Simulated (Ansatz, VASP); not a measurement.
# Be3Sn: VASP beside Ansatz

```xyz
4
Lattice="-1.7595 1.7595 3.9304 1.7595 -1.7595 3.9304 1.7595 1.7595 -3.9304" Properties=species:S:1:pos:R:3 pbc="T T T"
Be    0.0000    0.0000    3.9304
Be    1.7595    0.0000    1.9652
Be    0.0000    1.7595    1.9652
Sn    0.0000    0.0000    0.0000
```

Alike in both runs: task relaxation of cell and atoms; functional PBE; k mesh 8 × 8 × 8; occupations gaussian, width 0.1 eV; no spin polarisation.

|  | VASP | Ansatz |
| --- | --- | --- |
| version | VASP 6.6.1 | Ansatz 0.2.0 |
| potentials or method | VASP PAW PBE potentials, release 64 (Be, Sn_d) | scalar-relativistic, plane waves, PAW |
| plane-wave cutoff (eV) | 600 | 420 |
| valence electrons in the cell | 20 | 20 |

|  | VASP | Ansatz | Ansatz less VASP |
| --- | --- | --- | --- |
| gap on the k mesh at the Fermi level, each at its own relaxed structure (eV) | none | none | - |
| relaxed volume (Å³/atom) | 12.99 | 12.97 | -0.025 |
| relaxed cell length with the largest relative difference (Å) | 4.574 | 4.572 | -0.0015 |
| energy change over the relaxation (meV/atom) | -70 | -70 | 0.0 |

A gap of «none» marks a metal or a gap that the smearing closes.
